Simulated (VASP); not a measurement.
# A VASP study of FeNi3 (Awaruite) (PBE + D3(BJ)): structure first, properties next, part 3 of 6

Wanted: the relaxed cell of FeNi3 (Awaruite) and its properties. The start is a cell from a database of measured crystal structures.

VASP 6.6.1, plane waves and PAW; the level of theory is named at each step.

So far, largest spin moment in the PAW sphere (μB): step 2 (magnetic order: ferromagnetic) 2.92; step 4 (magnetic order: antiferromagnetic, q = (0, 0, 1/2)) 2.96; step 5 (magnetic order: antiferromagnetic, q = (1/2, 1/2, 1/2)) 2.99.

### Step 6. Magnetic order: antiferromagnetic, q = (1/2, 1/2, 0)

Level of this step: PBE with D3(BJ), spin-polarised from an antiferromagnetic start; plane waves and PAW (Fe, Ni) (VASP).

Next, a pattern with opposite moments, which needs a doubled cell; q is given in the reciprocal vectors of the primitive cell.

The input, INCAR:

```
SYSTEM = FeNi3
PREC = Accurate
ENCUT = 400
EDIFF = 1E-06
NELM = 100
ISMEAR = 1
SIGMA = 0.2
LREAL = .FALSE.
ALGO = Normal
GGA = PE
IVDW = 12
NBANDS = 51
ISPIN = 2
MAGMOM = 3 -3 1 -1 1 -1 1 -1
LASPH = .TRUE.
LMAXMIX = 4
LORBIT = 11
LWAVE = .FALSE.
LCHARG = .FALSE.
KPAR = 8
ISIF = 2
```

The input, POSCAR:

```
FeNi3
1.0
    7.0900000000      0.0000000000      0.0000000000
    3.5450000000      3.5450000000      0.0000000000
    0.0000000000      0.0000000000      3.5450000000
Fe Ni
2 6
Direct
    0.0000000000      0.0000000000      0.0000000000
    0.5000000000      0.0000000000      0.0000000000
    0.7500000000      0.5000000000      0.5000000000
    0.2500000000      0.5000000000      0.5000000000
    0.2500000000      0.0000000000      0.5000000000
    0.7500000000      0.0000000000      0.5000000000
    0.0000000000      0.5000000000      0.0000000000
    0.5000000000      0.5000000000      0.0000000000
```

The input, KPOINTS:

```
Automatic mesh
0
Gamma
6 6 6
0 0 0
```

Potentials, in the order of the species: Fe and Ni (PBE family, release 64).

On the command line:

```sh
> mpirun -np 8 vasp_std
```

Output:

```text
[... set-up lines as in an earlier step ...]
 entering main loop
       N       E                     dE             d eps       ncg     rms          rms(c)
DAV:   1     0.523431604986E+03    0.52343E+03   -0.27700E+04 13368   0.175E+03
DAV:   2    -0.101066427913E+02   -0.53354E+03   -0.50980E+03 13056   0.370E+02
DAV:   3    -0.568461989108E+02   -0.46740E+02   -0.41469E+02 13247   0.145E+02
DAV:   4    -0.578461119283E+02   -0.99991E+00   -0.99169E+00 14104   0.251E+01
DAV:   5    -0.578670100875E+02   -0.20898E-01   -0.20894E-01 19322   0.293E+00    0.293E+01
DAV:   6    -0.516142614924E+02    0.62527E+01   -0.75447E+01 13664   0.100E+02    0.256E+01
DAV:   7    -0.557030314475E+02   -0.40888E+01   -0.29882E+01 13797   0.111E+02    0.320E+01
DAV:   8    -0.494486951803E+02    0.62543E+01   -0.14648E+01 13861   0.684E+01    0.745E+00
DAV:   9    -0.504534427632E+02   -0.10047E+01   -0.55763E+00 16228   0.431E+01    0.124E+01
DAV:  10    -0.495920686905E+02    0.86137E+00   -0.19872E+00 14687   0.370E+01    0.553E+00
DAV:  11    -0.494973426771E+02    0.94726E-01   -0.57714E-01 17896   0.131E+01    0.240E+00
DAV:  12    -0.494861136723E+02    0.11229E-01   -0.13731E-01 16632   0.473E+00    0.114E+00
DAV:  13    -0.494877466802E+02   -0.16330E-02   -0.32862E-02 13930   0.218E+00    0.621E-01
DAV:  14    -0.494867448229E+02    0.10019E-02   -0.49803E-03 14199   0.127E+00    0.171E-01
DAV:  15    -0.494867856032E+02   -0.40780E-04   -0.10801E-03 18903   0.362E-01    0.627E-02
DAV:  16    -0.494868143805E+02   -0.28777E-04   -0.34507E-04 13583   0.263E-01    0.506E-02
DAV:  17    -0.494868146893E+02   -0.30873E-06   -0.38716E-05 14814   0.133E-01    0.223E-02
DAV:  18    -0.494868107649E+02    0.39244E-05   -0.96502E-06 14954   0.536E-02    0.812E-03
DAV:  19    -0.494868104234E+02    0.34149E-06   -0.23949E-06  8729   0.192E-02
   1 F= -.52916149E+02 E0= -.52916104E+02  d E =-.133662E-03  mag=     0.0000
```

It took 60 s on 8 MPI ranks of AMD EPYC 9R45, shared host; peak memory 3.5 GiB; 7 min of CPU time.

Parts of OUTCAR (step 6):

```text
   k-points           NKPTS =     64   k-points in BZ     NKDIM =     64   number of bands    NBANDS=     51

   ENCUT  =  400.0 eV  29.40 Ry    5.42 a.u.  11.56  8.18  5.78*2*pi/ulx,y,z

   NELECT =      76.0000    total number of electrons

 E-fermi :   8.3697

 spin component 1
 k-point     1 :       0.0000    0.0000    0.0000
  band No.  band energies     occupation
    ...
     29       7.5012      1.00000
     30       7.5399      1.00000
     31       7.6836      1.00001
     32       7.8064      1.00025
     33       8.2170      0.98014
     34       8.4639      0.14620
     35       8.4639      0.14617
     36       8.4655      0.14164
     37       8.4671      0.13705
     38       8.4868      0.08658
    ...

 k-point     2 :       0.1667    0.0000    0.0000
  band No.  band energies     occupation
    ...
     32       7.7661      1.00008
     33       8.1200      1.03537
     34       8.1282      1.03541
     35       8.2008      1.00050
     36       8.2187      0.97761
     37       8.4156      0.31111
     38       8.4259      0.27236
     39       9.0862     -0.00000
     40       9.1178     -0.00000
     41       9.2539     -0.00000
    ...

 Edisp (eV)   -3.42934

  Total      -4.14743    -4.14743    -4.82205    -0.00019     0.00000     0.00000
  in kB     -74.57799   -74.57799   -86.70887    -0.00336     0.00000     0.00000
  external pressure =      -78.62 kB  Pullay stress =        0.00 kB

 POSITION                                       TOTAL-FORCE (eV/Angst)
 -----------------------------------------------------------------------------------
      0.00000      0.00000      0.00000        -0.000014     -0.000014      0.000000
      3.54500      0.00000      0.00000        -0.000014     -0.000014      0.000000
      7.09000      1.77250      1.77250         0.000015      0.000012      0.000000
      3.54500      1.77250      1.77250         0.000015      0.000012      0.000000
      1.77250      0.00000      1.77250         0.000012      0.000015     -0.000000
      5.31750      0.00000      1.77250         0.000012      0.000015     -0.000000
      1.77250      1.77250      0.00000        -0.000013     -0.000013      0.000000
      5.31750      1.77250      0.00000        -0.000013     -0.000013      0.000000
 -----------------------------------------------------------------------------------
    total drift:                                0.000008      0.000008      0.000000

  FREE ENERGIE OF THE ION-ELECTRON SYSTEM (eV)
  ---------------------------------------------------
  free  energy   TOTEN  =       -52.9161490525 eV

  energy  without entropy=      -52.9160153903  energy(sigma->0) =      -52.91610450

 magnetization (x)
# of ion       s       p       d       tot
------------------------------------------
    1        0.020   0.016   2.896   2.932
    2       -0.020  -0.016  -2.896  -2.932
    3       -0.000   0.000  -0.000  -0.000
    4        0.000  -0.000   0.000   0.000
    5       -0.000   0.000  -0.000  -0.000
    6        0.000  -0.000   0.000   0.000
    7        0.000   0.000  -0.000  -0.000
    8       -0.000  -0.000   0.000   0.000
--------------------------------------------------
tot          0.000   0.000  -0.000  -0.000

[... 1 part as in an earlier step ...]

[... 14 further parts left out ...]
```

At this level the cell is under a tension of 7.9 GPa, so at these settings it is away from equilibrium.

Numbers from this step:

| Item | Value |
| --- | --- |
| SCF cycles | 19 |
| irreducible k-points | 64 |
| symmetry operations | 4 |
| free energy (TOTEN) | -52.9161 eV |
| Fermi energy | 8.370 eV |
| pressure | -7.862 GPa |

Spin moment in the PAW sphere by atom:

```
atom  spin moment in the PAW sphere (μB)
 Fe1                                2.93
 Fe2                               -2.93
 Ni3                                0.00
 Ni4                                0.00
 Ni5                                0.00
 Ni6                                0.00
 Ni7                                0.00
 Ni8                                0.00
```

The energy lies +68.2 meV an atom from the first pattern. The run ends antiferromagnetic with a largest moment of 2.93 μB, and the mesh shows no gap.

### Step 7. The orders side by side

This step: collinear orders at PBE; plane waves and PAW (VASP 6.6.1).

This step runs nothing: it gathers the runs above.

Patterns, by row:

```
                                 start  atoms  energy less that of the first (meV/atom)  largest site moment (μB)          end state
                         ferromagnetic      4                                         0                      2.92      ferromagnetic
     antiferromagnetic within the cell      4                                         0                      2.92      ferromagnetic
    antiferromagnetic, q = (0, 0, 1/2)      8                                      61.5                      2.96  antiferromagnetic
antiferromagnetic, q = (1/2, 1/2, 1/2)      8                                        97                      2.99  antiferromagnetic
  antiferromagnetic, q = (1/2, 1/2, 0)      8                                      68.2                      2.93  antiferromagnetic
```

The session goes on in the lowest magnetic state found: ferromagnetic. The next one lies 61.5 meV an atom higher.

### Step 8. Relaxing cell and atoms (PBE + D3(BJ))

This step: PBE with D3(BJ), spin-polarised from a ferromagnetic start; plane waves and PAW (Fe, Ni) (VASP 6.6.1).

System of this step: FeNi3 (Awaruite). Symmetry: Pm-3m, No. 221, cubic system. Conventional cell: a = 3.545 Å, b = 3.545 Å, c = 3.545 Å, α = 90.00°, β = 90.00°, γ = 90.00°. Nearest to Fe lie 12 Ni at 2.51 Å. Nearest to Ni lie 4 Fe at 2.51 Å and 8 Ni at 2.51 Å. Farther neighbours are not listed.

The start need not lie at this functional's minimum. ISIF = 3 frees volume, shape and positions, and EDIFFG sets the threshold on forces and stress at which the search stops.

Edit INCAR of step 6 so:

```diff
@@ -11,5 +11,5 @@
 IVDW = 12
-NBANDS = 51
+NBANDS = 30
 ISPIN = 2
-MAGMOM = 3 -3 1 -1 1 -1 1 -1
+MAGMOM = 2.92 0.67 0.67 0.67
 LASPH = .TRUE.
@@ -20,2 +20,5 @@
 KPAR = 8
-ISIF = 2
+IBRION = 2
+NSW = 60
+ISIF = 3
+EDIFFG = -0.01
```

The input, POSCAR:

```
FeNi3
1.0
    3.5450000000      0.0000000000      0.0000000000
    0.0000000000      3.5450000000      0.0000000000
    0.0000000000      0.0000000000      3.5450000000
Fe Ni
1 3
Direct
    0.0000000000      0.0000000000      0.0000000000
    0.0000000000      0.5000000000      0.5000000000
    0.5000000000      0.0000000000      0.5000000000
    0.5000000000      0.5000000000      0.0000000000
```

KPOINTS is that of step 6.

On the command line:

```sh
> mpirun -np 8 vasp_std
```

Output:

```text
[... set-up lines as in an earlier step ...]
 entering main loop
       N       E                     dE             d eps       ncg     rms          rms(c)
DAV:   1     0.214472184054E+03    0.21447E+03   -0.14249E+04  2544   0.148E+03
DAV:   2    -0.165109773585E+02   -0.23098E+03   -0.21803E+03  2400   0.295E+02
DAV:   3    -0.290098717904E+02   -0.12499E+02   -0.11913E+02  2658   0.923E+01
DAV:   4    -0.291731742939E+02   -0.16330E+00   -0.16316E+00  2710   0.112E+01
DAV:   5    -0.291784687290E+02   -0.52944E-02   -0.52940E-02  3422   0.160E+00    0.207E+01
DAV:   6    -0.264194022255E+02    0.27591E+01   -0.26935E+01  2604   0.840E+01    0.206E+01
DAV:   7    -0.295469617628E+02   -0.31276E+01   -0.19147E+01  2722   0.986E+01    0.273E+01
DAV:   8    -0.248984881208E+02    0.46485E+01   -0.13544E+01  3220   0.461E+01    0.591E+00
DAV:   9    -0.250403741312E+02   -0.14189E+00   -0.47021E-01  3056   0.715E+00    0.318E+00
DAV:  10    -0.250124612920E+02    0.27913E-01   -0.75613E-02  3100   0.711E+00    0.163E+00
DAV:  11    -0.250097335460E+02    0.27277E-02   -0.29980E-02  3310   0.211E+00    0.103E+00
DAV:  12    -0.250133757036E+02   -0.36422E-02   -0.51345E-03  3304   0.155E+00    0.274E-01
DAV:  13    -0.250136847452E+02   -0.30904E-03   -0.12246E-03  3544   0.568E-01    0.470E-02
DAV:  14    -0.250137150661E+02   -0.30321E-04   -0.18782E-04  3338   0.149E-01    0.722E-02
DAV:  15    -0.250137113550E+02    0.37111E-05   -0.36760E-05  2938   0.144E-01    0.180E-02
DAV:  16    -0.250137121143E+02   -0.75923E-06   -0.44901E-06  2566   0.270E-02
   1 F= -.26728381E+02 E0= -.26730924E+02  d E =-.267284E+02  mag=     4.8930
 curvature:   0.00 expect dE= 0.000E+00 dE for cont linesearch  0.000E+00
 trial: gam= 0.00000 g(F)=  0.000E+00 g(S)=  0.130E+00 ort = 0.000E+00 (trialstep = 0.100E+01)
 search vector abs. value=  0.130E+00
 bond charge predicted
       N       E                     dE             d eps       ncg     rms          rms(c)
DAV:   1    -0.280806936510E+02   -0.30670E+01   -0.27985E+01  2496   0.712E+01    0.182E+01
DAV:   2    -0.376499975683E+02   -0.95693E+01   -0.39293E+01  2850   0.155E+02    0.408E+01
DAV:   3    -0.253781705897E+02    0.12272E+02   -0.58488E+01  2906   0.689E+01    0.109E+01
DAV:   4    -0.246976295234E+02    0.68054E+00   -0.25010E+00  2996   0.316E+01    0.772E+00
DAV:   5    -0.248404857851E+02   -0.14286E+00   -0.41861E-01  2834   0.894E+00    0.465E+00
DAV:   6    -0.248953926555E+02   -0.54907E-01   -0.71722E-02  3544   0.572E+00    0.257E+00
DAV:   7    -0.248883865770E+02    0.70061E-02   -0.54280E-02  3666   0.505E+00    0.577E-01
DAV:   8    -0.248874703326E+02    0.91624E-03   -0.20824E-02  3680   0.250E+00    0.665E-01
DAV:   9    -0.248864786821E+02    0.99165E-03   -0.53042E-03  2938   0.186E+00    0.188E-01
DAV:  10    -0.248867090590E+02   -0.23038E-03   -0.12354E-03  3620   0.441E-01    0.187E-01
DAV:  11    -0.248866249206E+02    0.84138E-04   -0.24285E-04  3044   0.366E-01    0.331E-02
DAV:  12    -0.248866199779E+02    0.49427E-05   -0.22001E-05  3240   0.532E-02    0.143E-02
DAV:  13    -0.248866190438E+02    0.93412E-06   -0.22998E-06  1966   0.329E-02
   2 F= -.26728154E+02 E0= -.26731545E+02  d E =0.227369E-03  mag=     4.8656
 trial-energy change:    0.000227  1 .order    0.006463   -0.129993    0.142920
 step:   0.5106(harm=  0.4763)  dis= 0.00000  next Energy=   -26.762397 (dE=-0.340E-01)
 bond charge predicted
       N       E                     dE             d eps       ncg     rms          rms(c)
DAV:   1    -0.257748268011E+02   -0.88821E+00   -0.68144E+00  2478   0.375E+01    0.926E+00
DAV:   2    -0.295534891814E+02   -0.37787E+01   -0.19702E+01  2794   0.806E+01    0.334E+01
DAV:   3    -0.250963397108E+02    0.44571E+01   -0.58194E+00  2922   0.683E+01    0.577E+00
DAV:   4    -0.249949688772E+02    0.10137E+00   -0.45661E-01  3010   0.950E+00    0.244E+00
DAV:   5    -0.249921873168E+02    0.27816E-02   -0.55976E-02  2956   0.230E+00    0.127E+00
DAV:   6    -0.249845226661E+02    0.76647E-02   -0.17936E-02  3776   0.199E+00    0.529E-01
DAV:   7    -0.249853182910E+02   -0.79562E-03   -0.23574E-03  2532   0.506E-01    0.225E-01
DAV:   8    -0.249853590028E+02   -0.40712E-04   -0.57550E-04  3472   0.391E-01    0.113E-01
DAV:   9    -0.249854132486E+02   -0.54246E-04   -0.88454E-05  2864   0.116E-01    0.670E-02
DAV:  10    -0.249854231944E+02   -0.99458E-05   -0.32177E-05  3026   0.104E-01    0.158E-02
DAV:  11    -0.249854278063E+02   -0.46119E-05   -0.11084E-05  2558   0.324E-02    0.763E-03
DAV:  12    -0.249854283314E+02   -0.52505E-06   -0.62597E-07  1356   0.139E-02
   3 F= -.26763285E+02 E0= -.26766463E+02  d E =-.349032E-01  mag=     4.8765
 curvature:  -0.24 expect dE=-0.916E-06 dE for cont linesearch -0.916E-06
 trial: gam= 0.00000 g(F)=  0.275E-64 g(S)=  0.386E-05 ort =-0.709E-03 (trialstep = 0.902E+00)
 search vector abs. value=  0.386E-05
 reached required accuracy - stopping structural energy minimisation
```

It took 16 s on 8 MPI ranks; peak memory 1.4 GiB.

OUTCAR, selected parts (step 8):

```text
   k-points           NKPTS =     20   k-points in BZ     NKDIM =     20   number of bands    NBANDS=     30

   NELECT =      38.0000    total number of electrons

 Edisp (eV)   -1.84154

 E-fermi :   9.0261

 spin component 1
 k-point     1 :       0.0000    0.0000    0.0000
  band No.  band energies     occupation
    ...
     17       8.3414      1.00001
     18       8.3414      1.00001
     19       8.3791      1.00002
     20       8.3791      1.00002
     21       8.3791      1.00002
     22      11.3156     -0.00000
     23      11.3156     -0.00000
     24      11.3156     -0.00000
     25      18.1906      0.00000
     26      18.1906      0.00000
    ...

 k-point     2 :       0.1667    0.0000    0.0000
  band No.  band energies     occupation
    ...
     17       8.1376      1.00000
     18       8.1751      1.00000
     19       8.1751      1.00000
     20       8.3415      1.00001
     21       8.3793      1.00002
     22       9.7635     -0.00000
     23      12.3300     -0.00000
     24      12.3300     -0.00000
     25      18.2756      0.00000
     26      18.5150      0.00000
    ...

 Edisp (eV)   -1.77786

  Total       0.01033     0.01033     0.01033     0.00000     0.00000    -0.00000
  in kB       0.38491     0.38491     0.38491     0.00000     0.00000    -0.00000
  external pressure =        0.38 kB  Pullay stress =        0.00 kB

 POSITION                                       TOTAL-FORCE (eV/Angst)
 -----------------------------------------------------------------------------------
      0.00000      0.00000      0.00000         0.000000     -0.000000      0.000000
      0.00000      1.75181      1.75181        -0.000000      0.000000      0.000000
      1.75181      0.00000      1.75181         0.000000      0.000000      0.000000
      1.75181      1.75181     -0.00000         0.000000     -0.000000      0.000000
 -----------------------------------------------------------------------------------
    total drift:                                0.000000     -0.000000     -0.000000

  FREE ENERGIE OF THE ION-ELECTRON SYSTEM (eV)
  ---------------------------------------------------
  free  energy   TOTEN  =       -26.7632845858 eV

  energy  without entropy=      -26.7728190234  energy(sigma->0) =      -26.76646273

 reached required accuracy - stopping structural energy minimisation

 magnetization (x)
# of ion       s       p       d       tot
------------------------------------------
    1        0.012   0.000   2.877   2.890
    2       -0.014  -0.045   0.725   0.666
    3       -0.014  -0.045   0.725   0.666
    4       -0.014  -0.045   0.725   0.666
--------------------------------------------------
tot         -0.031  -0.134   5.054   4.889

[... 6 parts as in an earlier step ...]

[... 15 further parts left out ...]
```

CONTCAR:

```
FeNi3
   1.00000000000000
     3.5036226685938852    0.0000000000000000   -0.0000000000000000
     0.0000000000000000    3.5036226685938852   -0.0000000000000000
    -0.0000000000000000    0.0000000000000000    3.5036226685938852
  Fe              Ni
     1     3
Direct
     0.0000000000000000    0.0000000000000000    0.0000000000000000
     0.0000000000000000    0.5000000000000000    0.5000000000000000
     0.5000000000000000    0.0000000000000000    0.5000000000000000
     0.5000000000000000    0.5000000000000000    0.0000000000000000
```

The magnetic order is the lowest of the few collinear ones that converged above; longer or canted patterns were not tried. The run keeps the 48 symmetry operations of its start, so it cannot find a distortion of lower symmetry.

Step by step:

```
step  energy less that of the first step (eV)  largest force (eV/Å)  pressure (GPa)  volume (Å³)
   1                                   0.0000                0.0000           -6.82        44.55
   2                                   0.0002                0.0000            8.03        41.56
   3                                  -0.0349                0.0000            0.04        43.01
```

```
conventional cell, symmetrised  before  after  change
                         a (Å)   3.545  3.504  -1.2 %
                         b (Å)   3.545  3.504  -1.2 %
                         c (Å)   3.545  3.504  -1.2 %
              volume (Å³/atom)   11.14  10.75  -3.5 %
```

The relaxed structure:

```xyz
4
Lattice="3.5036 0.0000 0.0000 0.0000 3.5036 0.0000 0.0000 0.0000 3.5036" Properties=species:S:1:pos:R:3 pbc="T T T"
Fe    0.0000    0.0000    0.0000
Ni    0.0000    1.7518    1.7518
Ni    1.7518    0.0000    1.7518
Ni    1.7518    1.7518    0.0000
```

This step gave:

```yaml
electrons: 38
bands: 30
irreducible_k_points: 20
symmetry_operations: 48
free_energy_toten: -26.76 eV
energy_at_zero_smearing: -26.77 eV
fermi_energy: 9.026 eV
pressure: 0.03849 GPa
moment_of_the_cell_from_the_last_line_of_the_log: 4.877 μB
scf_cycles_over_all_ionic_steps: 41
```

Spin moment in the PAW sphere by atom:

```
atom  spin moment in the PAW sphere (μB)
 Fe1                                2.89
 Ni2                                0.67
 Ni3                                0.67
 Ni4                                0.67
```

It ends with forces that vanish by symmetry and a pressure of 0.04 GPa.

(Part 3 of 6 ends here.)

[Lines on the potential files, build, host, timing and source positions are cut from VASP's logs without a mark.]

[Logs are printed without paths, hosts, clocks, repeated set-up lines and the standing remarks that a program may print on its own settings, such as how far it seeks lower states.]

[Hosts, paths, dates, database ids (printed as entryN), source tags and the programs' standing remarks are cut or masked in the printed files.]

[A measured line is paired with the nearest computed mode of its activity, which favours agreement.]
